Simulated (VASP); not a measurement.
Consider the following.

```xyz
2
Lattice="0.0000 2.5331 2.5331 2.5331 0.0000 2.5331 2.5331 2.5331 0.0000" Properties=species:S:1:pos:R:3 pbc="T T T"
Sr     0.0000     0.0000     0.0000
O      2.5331     2.5331     2.5331
```

Calculation: PBE GGA with D4 dispersion, VASP's PBE PAW potentials (set 64) (plane waves; VASP 6.6.1). Settings: 520 eV cut-off, 9×9×9 Γ-centred mesh, Gaussian smearing of 0.050 eV, potentials Sr_sv O.

**Question.** Give the stress tensor in GPa (positive for a compressed cell).

**Answer.** 
```
6.29  0.00  0.00
0.00  6.29  0.00
0.00  0.00  6.29
```
The pressure is its mean diagonal, 6.29 GPa.

The compound is SrO in the rock salt structure. This cell is one point of a volume scan, at 0.94 of the reference volume.
